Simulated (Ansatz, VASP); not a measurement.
# LaNiC2 in two plane-wave programs

Aim: how closely do two programs agree when they are given the same cell, functional and k mesh? The cell is taken from a series of runs on this material, whose earlier steps may have relaxed, scaled, displaced or heated it; both programs get it as it stands.

Main program and level: Ansatz 0.2.0; plane waves, with VASP 6.6.1 beside it; relaxation of cell and atoms at PBEsol.

## Step 1: The starting structure

Symmetry: Amm2, No. 38, orthorhombic system. Conventional cell: a = 3.951 Å, b = 4.526 Å, c = 6.034 Å, α = 90.00°, β = 90.00°, γ = 90.00°. La has 8 C at 2.77 to 2.80 Å and 6 Ni at 3.07 to 3.08 Å nearest. Ni has 4 C at 1.95 to 1.99 Å and 6 La at 3.07 to 3.08 Å nearest. C has 1 C at 1.36 Å and 2 Ni at 1.95 to 1.99 Å and 4 La at 2.77 to 2.80 Å nearest. Farther neighbours are not listed.

## Step 2: Ansatz: relaxation of cell and atoms, PBEsol

Ansatz runs on its PAW soft_1 files.

The relaxed volume is the usual yardstick between codes: in a stiff, nearly cubic crystal its relative difference is about their pressure difference at one cell divided by the bulk modulus.

File input.yaml:

```yaml
crystal:
  lattice:
    - [3.9511848537, 0.0, 0.0]
    - [0.0, 2.2629834823, 3.017213568]
    - [0.0, -2.2629834823, 3.017213568]
  atoms:
    - { symbol: La, position: [0.0, 0.0008802001, 0.0008802001] }
    - { symbol: Ni, position: [0.5, 0.6117350087, 0.6117350087] }
    - { symbol: C, position: [0.5, 0.4519870617, 0.1503967295] }
    - { symbol: C, position: [0.5, 0.1503967295, 0.4519870617] }
kpoints:
  mp_grid: { grid: [14, 14, 14] }
hamiltonian:
  xc: pbesol
  pseudopotentials: { kind: paw, azcp: { folder: soft_1 }, xc_functional: pbe }
scf:
  occupations: { method: fermi_dirac, width: 0.15 }
output:
  forces: true
  stress: true
  eigenvalues: true
relax:
  adjacent_minimum: "off"
  f_tol: 0.001
  max_steps: 60
  cell: { stress_tol: 0.01 }
```

Launch:

```sh
> ansatz run input.yaml --threads 4 --pin off --max-ram 15360MiB --backend cpu --events-out ev --progress --plain --runs-dir out
```

Numbers of over 12 decimals in the logs are rounded to 6 here.

What it wrote:

```text
band count auto-derived: 24 (N_el = 37.0; filled up to band 19; 23 by the electrons, moments and atoms)
Engine: ansatz 0.2.0, x86_64-unknown-linux-gnu
Pseudopotentials: kind: paw
Pseudopotential: La, paw, valence charge 11, recommended cutoff 420 eV (normal), soft_1/La.paw.azcp
Pseudopotential: Ni, paw, valence charge 18, recommended cutoff 420 eV (normal), soft_1/Ni.paw.azcp
Pseudopotential: C, paw, valence charge 4, recommended cutoff 420 eV (normal), soft_1/C.paw.azcp
Functional definition: PBEsol
  exchange = pbesol_x
  correlation = pbesol_c
Crystal: 4 atoms, lattice volume = 53.957 Å³
Basis set: ecut = 420 eV, 1049 PW (Γ), exchange–correlation on 54×54×54 points (8 copies of the dense FFT grid, shifted against one another)
Bands: 24, of which v1, the nominal top of the filled ones, is band 19 counted from 1 (18 counted from 0)
Symmetry: 4 space group operations
Space group: Amm2 (ITA 38), of the structure as read, at distance tolerance 3.8e-5 Å
k-points: 456 of 2744 (time reversal used)
Non-local potential: La, projectors of the file, l = 0: 3, l = 1: 2, l = 2: 2, l = 3: 3
Non-local potential: Ni, projectors of the file, l = 0: 3, l = 1: 2, l = 2: 3, l = 3: 1
Non-local potential: C, projectors of the file, l = 0: 2, l = 1: 2, l = 2: 1
PAW form: soft (Blöchl's): semilocal exchange-correlation on the pseudo side does not see the compensation charge
PAW frozen core: La, regenerated for the run's functional, and the local potential with it (the file was generated under x = pbe(κ = 0.804, μ = 0.219515), c = pbe(β = 0.066725))
PAW frozen core: Ni, regenerated for the run's functional, and the local potential with it (the file was generated under x = pbe(κ = 0.804, μ = 0.219515), c = pbe(β = 0.066725))
PAW frozen core: C, regenerated for the run's functional, and the local potential with it (the file was generated under x = pbe(κ = 0.804, μ = 0.219515), c = pbe(β = 0.066725))
PAW one-centre angular grid: La, 590 points (default); XC on 64 Gauss nodes
PAW one-centre angular grid: Ni, 590 points (default); XC on 64 Gauss nodes
PAW one-centre angular grid: C, 110 points (default); XC on 64 Gauss nodes
Initial density: superposition of atomic densities (chi_scale 0.1, normalization cell, long waves kept (reshape's long-wave potential 0.00 eV rms))
Initial wavefunctions: pseudopotential atomic-orbital guess
Functional: x = pbesol(κ = 0.804, μ = 0.123457), c = pbesol(β = 0.046)
SCF iter   1: F=—  HF=-12461.798978 eV  |F-HF|=—  |Δ(HF+E_count)|=         —  Δρ=1.31e-1  dr2=6.22e0  ethr=3.10e-3  ⟨swp⟩=4.1  Hψ=42154  notcnv=0
preconditioner: auto → Kerker (q_TF=auto, 2.562 Å⁻¹)  [metal: Δε(μ)=0.002 eV  Ē_g=9.129 eV  σ=0.150 eV  W_gap=0.00  n_scr=16 (ndim 8)  ℏωp=26.3 eV  f_vac=0.000  D(μ)=1.83/eV (n_scr^D=16)]
[...]
iter 5 did not close the SCF: its close was put off for the readings that it lacked (scf_convergence_deferred on its scf_iter line)
SCF iter   5: F=-12461.066565 eV  HF=-12461.066565 eV  |F-HF|=1.82e-12  |Δ(HF+E_count)|=    0.00e0  Δρ=1.65e-8  dr2=2.60e-13  ethr=1.00e-12  ⟨swp⟩=1.0  Hψ=10944  notcnv=0
iter 6 did not close the SCF: its close was put off for the readings that it lacked (scf_convergence_deferred on its scf_iter line)
SCF iter   6: F=-12461.066565 eV  HF=-12461.066565 eV  |F-HF|=1.82e-12  |Δ(HF+E_count)|=    0.00e0  Δρ=1.18e-8  dr2=6.84e-14  ethr=1.00e-12  ⟨swp⟩=1.0  Hψ=10944  notcnv=0
iter 7 did not close the SCF: its close was put off for the readings that it lacked (scf_convergence_deferred on its scf_iter line)
SCF iter   7: F=-12461.066565 eV  HF=-12461.066565 eV  |F-HF|=1.82e-12  |Δ(HF+E_count)|=    0.00e0  Δρ=3.80e-9  dr2=7.53e-15  ethr=1.00e-12  ⟨swp⟩=1.0  Hψ=10944  notcnv=0
iter 8 did not close the SCF: its close was put off for the readings that it lacked (scf_convergence_deferred on its scf_iter line)
SCF iter   8: F=-12461.066565 eV  HF=-12461.066565 eV  |F-HF|=7.28e-12  |Δ(HF+E_count)|=  3.64e-12  Δρ=2.87e-9  dr2=3.55e-15  ethr=1.00e-12  ⟨swp⟩=1.0  Hψ=10944  notcnv=0
SCF iter   9: F=-12461.066565 eV  HF=-12461.066565 eV  |F-HF|=1.82e-12  |Δ(HF+E_count)|=  3.64e-12  Δρ=2.07e-9  dr2=1.81e-15  ethr=1.00e-12  ⟨swp⟩=2.1  Hψ=32042  notcnv=0
SCF 8 converged in 9 iterations: F = -12461.066565 eV  dr2 = 1.81e-15
relax step   8: F+E_penalty+E_count = -12461.06656524 eV  Δ(F+E_penalty+E_count) = +1.247e-6 eV  max|allowed force component| = 3.205e-4 eV/Å  Δτ_max = 0.0000 Å  P = +0.003 GPa  Ω = 53.977 Å³  stress off target by 5.82e-3 GPa  SCF on the basis re-selected at this cell (its energy is not comparable with the rows above)  (9 SCF iters)
basis re-selected at this cell: Δ(F+E_penalty+E_count) = +1.247e-6 eV, ΔP = +0.000 GPa vs the last step (what re-selecting the basis moved, of the pressure what is left beyond the Pulay correction that the steps carried, after the strain that the cell walked since its last selection, with what the two solves' SCF thresholds leave and, on support functions, any second-order correction that the steps lacked; it is no m [...]
SCF converged after 9 iterations
Free energy (F): -12461.066565 eV
Harris-Foulkes:  -12461.066565 eV  (|F-HF|=1.82e-12)
Internal energy: -12460.937699 eV  (E = F + TS)
E sigma→0 (E₀):  -12461.002132 eV
Entropy (-TS):   -0.128866 eV (-32.216 meV/atom)
Fermi energy:    13.981720 eV
--- Per-component energies (eV) ---
  E_band       = -337.790514
  E_kinetic    = 700.710389
  E_local      = -4501.212870  (includes V_loc(G=0)·N_el)
  E_nonlocal   = 19.342987
  E_hartree    = 2266.938906
  E_xc         = -349.098510
  E_vxc        = -407.858852  (∫ρ·V_xc dr)
  E_paw        = -7140.574302  (= ΣΔE_a)
  E_vpaw       = -682.650922  (= ΣTr[D̂ρ^β])
  E_aug_tail   = 0.000945  (compensation charges beyond the density's cutoff)
  E_ewald      = -3457.453770
  E_core_change = 0.408526  (= ΣΔE_core)
  E_smearing   = -0.128866  (= −TS)
  E_closure    = -0.000000  (closes the sum)
  Σ components = -12461.066565   (vs F -12461.066565, Δ=0.00e0)
--- Forces (eV/Å), atoms counted from 1 ---
  atom   1  La     0.00000000     0.00000000    -0.00006244
  atom   2  Ni     0.00000000     0.00000000     0.00006278
  atom   3  C      0.00000000     0.00032046    -0.00000019
  atom   4  C      0.00000000    -0.00032046    -0.00000019
  max |Σ_I F_I| component: 4.24e-8 eV/Å
--- Stress (GPa, compression-positive) ---
        0.002560       0.000000       0.000000
        0.000000       0.005819       0.000000
        0.000000       0.000000       0.002023
  P = ⅓ Tr σ = 0.0035 GPa (0.035 kbar)
--- Band table (eV; the first three rows and the last of 456) ---
  k-point 0: bands = [... 15 lower, 11.6789, 12.2001, 12.9899, 14.3103, 14.5060, 14.8755, 16.1192, 16.5429, ... 1 higher]
  k-point 1: bands = [... 15 lower, 11.6795, 12.1060, 12.9079, 14.3145, 14.6239, 14.8935, 16.1300, 16.5452, ... 1 higher]
  k-point 2: bands = [... 15 lower, 11.6810, 11.8363, 12.7685, 14.3173, 14.8762, 14.9282, 16.1923, 16.5437, ... 1 higher]
  k-point 455: bands = [... 15 lower, 11.8890, 11.9636, 12.3507, 13.8584, 15.7883, 16.3045, 16.4096, 16.4322, ... 1 higher]
--- Relaxed structure (6 steps of the walk, 5 accepted, 2 SCFs on fresh bases) ---
  F+E_penalty+E_count = -12461.06656524 eV   max|allowed force component| = 3.205e-4 eV/Å   (the final SCF, on the basis selected at the relaxed cell)
  cell:  # Å, volume = 53.9773 Å³
    - [3.949658, 0.0, 0.0]
    - [0.0, 2.260609, 3.022710]
    - [0.0, -2.260609, 3.022710]
  atoms:
    - { symbol: La, position: [0, 0.000104233, 0.000104233] }
    - { symbol: Ni, position: [0.5, 0.611633, 0.611633] }
    - { symbol: C, position: [0.5, 0.452537, 0.150724] }
    - { symbol: C, position: [0.5, 0.150724, 0.452537] }
```

## Step 3: VASP: relaxation of cell and atoms, PBEsol

The same cell, functional, mesh and smearing now go to VASP, with its own data sets.

Lines of VASP's logs that name or quote its potential files are left out, and so is its time.

File INCAR:

```
SYSTEM = LaNiC2
PREC = Accurate
ENCUT = 600
EDIFF = 1E-07
NELM = 200
ISMEAR = -1
SIGMA = 0.15
LREAL = .FALSE.
ALGO = Normal
GGA = PS
NBANDS = 20
LASPH = .TRUE.
LORBIT = 11
LWAVE = .FALSE.
LCHARG = .FALSE.
ISIF = 3
IBRION = 2
NSW = 80
EDIFFG = -0.005
GGA_COMPAT = .FALSE.
NELMIN = 4
LMAXMIX = 6
KPAR = 2
```

File POSCAR:

```
LaNiC2
1.0
    3.9511850000      0.0000000000      0.0000000000
    0.0000000000      2.2629830000      3.0172140000
    0.0000000000     -2.2629830000      3.0172140000
La Ni C
1 1 2
Direct
    0.0000000000      0.0008802823      0.0008802823
    0.4999998735      0.6117348653      0.6117348653
    0.4999998735      0.4519871388      0.1503967159
    0.4999998735      0.1503967159      0.4519871388
```

File KPOINTS:

```
Automatic mesh
0
Gamma
14 14 14
0 0 0
```

Potentials, in the order of the species: La, Ni and C (PBE family, release 64).

Launch:

```sh
> mpirun -np 2 vasp_std
```

What it wrote:

```text
[banner, memory and clock lines left out]
running    2 mpi-ranks, on    1 nodes
 distrk:  each k-point on    1 cores,    2 groups
 distr:  one band on    1 cores,    1 groups

 POSCAR found type information on POSCAR LaNiC
 POSCAR found :  3 types and       4 ions
|                                                                             |
|               ----> ADVICE to this user running VASP <----                  |
|                                                                             |
|     You enforced a specific xc type in the INCAR file but a different       |
|     [... a line on the potential file left out ...]
|     I HOPE YOU KNOW WHAT YOU ARE DOING!                                     |
|                                                                             |

 LDA part: xc-table for (Slater+PW92), standard interpolation
 POSCAR, INCAR and KPOINTS ok, starting setup
 FFT: planning ... GRIDC
 FFT: planning ... GRID_SOFT
 FFT: planning ... GRID
 WAVECAR not read
 entering main loop
       N       E                     dE             d eps       ncg     rms          rms(c)
DAV:   1     0.234019912467E+03    0.23402E+03   -0.12670E+04 19280   0.239E+03
DAV:   2     0.120656097112E+02   -0.22195E+03   -0.20648E+03 21576   0.329E+02
DAV:   3    -0.360066071665E+02   -0.48072E+02   -0.46257E+02 28372   0.157E+02
DAV:   4    -0.386080359433E+02   -0.26014E+01   -0.25639E+01 32944   0.412E+01
DAV:   5    -0.387576348160E+02   -0.14960E+00   -0.14865E+00 31120   0.860E+00    0.276E+01
DAV:   6    -0.557519704322E+02   -0.16994E+02   -0.45400E+02 23128   0.264E+02    0.714E+01
DAV:   7    -0.373535833713E+02    0.18398E+02   -0.69017E+01 25192   0.201E+02    0.176E+01
DAV:   8    -0.316080106495E+02    0.57456E+01   -0.21362E+01 25228   0.832E+01    0.531E+00
DAV:   9    -0.320303936666E+02   -0.42238E+00   -0.82006E+00 33008   0.221E+01    0.256E+00
DAV:  10    -0.320182300579E+02    0.12164E-01   -0.50927E-01 32040   0.872E+00    0.110E+00
DAV:  11    -0.320192757852E+02   -0.10457E-02   -0.18016E-01 35688   0.518E+00    0.695E-01
DAV:  12    -0.320147475805E+02    0.45282E-02   -0.42589E-02 36076   0.257E+00    0.283E-01
DAV:  13    -0.320149921071E+02   -0.24453E-03   -0.26476E-03 29880   0.620E-01    0.994E-02
DAV:  14    -0.320150108956E+02   -0.18789E-04   -0.37850E-04 32260   0.215E-01    0.581E-02
DAV:  15    -0.320150039625E+02    0.69331E-05   -0.16252E-04 31288   0.129E-01    0.165E-02
DAV:  16    -0.320150093883E+02   -0.54257E-05   -0.74050E-05 35536   0.837E-02    0.105E-02
DAV:  17    -0.320150115944E+02   -0.22061E-05   -0.10179E-05 30296   0.232E-02    0.855E-03
DAV:  18    -0.320150115372E+02    0.57203E-07   -0.61131E-06 34516   0.279E-02    0.400E-03
DAV:  19    -0.320150118284E+02   -0.29118E-06   -0.38904E-06 26408   0.155E-02    0.153E-03
DAV:  20    -0.320150118797E+02   -0.51369E-07   -0.43615E-07 26764   0.754E-03
   1 F= -.32015012E+02 E0= -.31950906E+02  d E =-.320150E+02
[...]
2 F= -.32014564E+02 E0= -.31950302E+02  d E =0.447580E-03
[...]
3 F= -.32015187E+02 E0= -.31951028E+02  d E =-.174955E-03
[...]
4 F= -.32015500E+02 E0= -.31951194E+02  d E =-.312847E-03
[...]
5 F= -.32015548E+02 E0= -.31951143E+02  d E =-.361483E-03
[...]
6 F= -.32015550E+02 E0= -.31951159E+02  d E =-.362689E-03
[...]
7 F= -.32015588E+02 E0= -.31951172E+02  d E =-.389258E-04
 trial-energy change:   -0.000039  1 .order   -0.000040   -0.000078   -0.000002
 step:   0.9950(harm=  0.9934)  dis= 0.00098  next Energy=   -32.015588 (dE=-0.390E-04)
 bond charge predicted
       N       E                     dE             d eps       ncg     rms          rms(c)
DAV:   1    -0.320155886912E+02   -0.21210E-06   -0.93087E-06 28032   0.278E-02    0.322E-03
DAV:   2    -0.320155890865E+02   -0.39527E-06   -0.64379E-06 28532   0.328E-02    0.650E-03
DAV:   3    -0.320155886172E+02    0.46928E-06   -0.34345E-06 26820   0.254E-02    0.732E-04
DAV:   4    -0.320155886434E+02   -0.26262E-07   -0.11554E-07 15760   0.327E-03
   8 F= -.32015589E+02 E0= -.31951172E+02  d E =-.391201E-04
 curvature:  -0.61 expect dE=-0.443E-05 dE for cont linesearch -0.604E-07
 trial: gam= 0.05345 g(F)=  0.321E-05 g(S)=  0.407E-05 ort = 0.313E-05 (trialstep = 0.974E+00)
 search vector abs. value=  0.789E-05
 reached required accuracy - stopping structural energy minimisation
```

(Part 1 of 2 ends here.)

[Lines on the potential files, build, host, timing and source positions are cut from VASP's logs without a mark.]

[Logs are printed without paths, hosts, clocks, repeated set-up lines and the standing remarks that a program may print on its own settings, such as how far it seeks lower states.]

[Hosts, paths, dates, database ids (printed as entryN), source tags and the programs' standing remarks are cut or masked in the printed files.]
